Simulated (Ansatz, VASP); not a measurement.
**ZrTiN in VASP and in Ansatz**

```
Zr Ti N
1.0
     3.25358    0.00000    0.00000
     0.00000    3.25358    0.00000
     0.00000    0.00000    8.03714
Zr Ti N
2 2 2
Direct
  0.00000 0.50000 0.63614
  0.50000 0.00000 0.36386
  0.00000 0.50000 0.09819
  0.50000 0.00000 0.90181
  0.00000 0.50000 0.35403
  0.50000 0.00000 0.64597
```

Change from the starting cell: species swapped into the CaGaN type (P4/nmm, No. 129).

Alike in both runs: functional PBE; k mesh 6 × 6 × 4; occupations gaussian, width 0.1 eV; collinear spin.

Ansatz relaxed the structure, and its values are those at the end. VASP's run is a single point on that final structure, the one shown.

```csv
,VASP,Ansatz
version,VASP 6.6.1,Ansatz 0.2.0
potentials or method,"VASP PAW PBE potentials, release 64 (Zr_sv, Ti_sv, N)","scalar-relativistic, plane waves, PAW"
plane-wave cutoff (eV),520,420
valence electrons in the cell,58,58
```

Ansatz gave:

| Item | Value |
| --- | --- |
| gap on the k mesh at the Fermi level (eV) | none |
| pressure (GPa) | 0.1 |
| rms of the force components (eV/Å) | 0.003 |
| net moment per atom (μB) | 0.00 |

Question: Which values does VASP return?

Answer: gap on the k mesh at the Fermi level (eV): none; pressure (GPa): 0.2; rms of the force components (eV/Å): 0.014; net moment per atom (μB): 0.00.

A gap of «none» marks a metal or a gap that the smearing closes. Ansatz warned: «seeded_moment_not_kept».
